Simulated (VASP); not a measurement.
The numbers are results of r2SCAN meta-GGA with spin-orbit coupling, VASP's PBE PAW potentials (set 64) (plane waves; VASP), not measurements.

VASP input:

KPOINTS_OPT:
```
k-points along high-symmetry lines
8
Line-mode
Reciprocal
  0.000000   0.000000   0.000000 ! GAMMA
  0.000000   0.500000   0.000000 ! X

  0.000000   0.500000   0.000000 ! X
  0.500000   0.500000   0.000000 ! M

  0.500000   0.500000   0.000000 ! M
  0.000000   0.000000   0.000000 ! GAMMA

  0.000000   0.000000   0.000000 ! GAMMA
  0.500000   0.500000   0.500000 ! R

  0.500000   0.500000   0.500000 ! R
  0.000000   0.500000   0.000000 ! X

  0.500000   0.500000   0.500000 ! R
  0.500000   0.500000   0.000000 ! M
```

**KPOINTS**
```
Regular mesh
0
Gamma
12 12 12
0 0 0
```

### INCAR
```
SYSTEM  =  Se
PREC  =  Accurate; ENCUT  =  400; LREAL  =  F
LASPH  =  T
EDIFF  =  1E-6; NELM  =  100; ALGO  =  Normal
LMAXMIX  =  4; LMIXTAU  =  T
ISMEAR  =  0; SIGMA  =  0.05
METAGGA  =  R2SCAN; GGA_COMPAT  =  F
MAGMOM  =  3*0; LSORBIT  =  T
LWAVE  =  F; LCHARG  =  F
```

**POSCAR**
```
Se
2.8140450
  1.0000001652   0.0000000000   0.0000000000
  0.0000000000   1.0000001652   0.0000000000
  0.0000000000   0.0000000000   1.0000001652
Se
1
direct
  0.0000000000   0.0000000000   0.0000000000
```

POTCAR, in this order: Se (PBE.64 set). Program: vasp_ncl.

Question: Predict the energy per atom (σ→0), band gap (over mesh and band path).

Answer: 
```
Quantity                                                               Value
----------------------------------  ----------------------------------------
energy per atom (σ→0)                                    -1357.9 kJ/mol-atom
band gap (over mesh and band path)  none (metal, semimetal or under 0.01 eV)
```

OSZICAR:
```
...
DAV:  11    -0.140734026992E+02   -0.82196E-03   -0.64441E-05  2514   0.106E-01    0.419E-02
DAV:  12    -0.140736825961E+02   -0.27990E-03   -0.41727E-05  2568   0.799E-02    0.201E-02
DAV:  13    -0.140736797938E+02    0.28023E-05   -0.52224E-07  2220   0.687E-03    0.195E-02
DAV:  14    -0.140736886632E+02   -0.88694E-05   -0.24778E-06  2484   0.185E-02    0.535E-03
DAV:  15    -0.140736923109E+02   -0.36477E-05   -0.14762E-06  2574   0.165E-02    0.198E-03
DAV:  16    -0.140736925029E+02   -0.19200E-06   -0.41224E-08  1362   0.263E-03
   1 F= -.14073693E+02 E0= -.14073218E+02  d E =-.949332E-03  mag=    -0.0000    -0.0000     0.0000
       N       E                     dE             ncg
```

The structure was generated: Se was put into the simple-cubic type (Pm-3m), which need not be its known phase. It was relaxed first.
